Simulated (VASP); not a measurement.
CeO2 (fluorite) relaxed at rising pressure, in one space group throughout; other phases were not tried. The pressures are those reached. These are PBE GGA, VASP's PBE PAW potentials (set 64) (plane waves; VASP) values and carry that method's errors.

```json
[
 {"P (GPa)": "0.10", "V (Å³/atom)": "13.591", "k-mesh": "7×7×7"},
 {"P (GPa)": "5.02", "V (Å³/atom)": "13.221", "k-mesh": "7×7×7"},
 {"P (GPa)": "9.96", "V (Å³/atom)": "12.908", "k-mesh": "7×7×7"},
 {"P (GPa)": "19.78", "V (Å³/atom)": "12.386", "k-mesh": "7×7×7"},
 {"P (GPa)": "29.99", "V (Å³/atom)": "11.938", "k-mesh": "7×7×7"}
]
```

**Question.** Fit an equation of state and predict the volume at 44.98 GPa.

**Answer.** Least squares on the third-order Birch-Murnaghan form, P = (3B0/2)(y⁷ − y⁵)[1 + (3/4)(B′ − 4)(y² − 1)] with y = (V0/V)^(1/3), gives V0 = 13.596 Å³/atom, B0 = 170 GPa and B′ = 4.7, and so 11.411 Å³/atom. The run gave 11.399 Å³/atom, -0.1 % from the fit.

Pressures at which the relaxation failed are left out.

The compound is CeO2 in the fluorite structure. The run is not spin-polarised, so no magnetic state was tried.
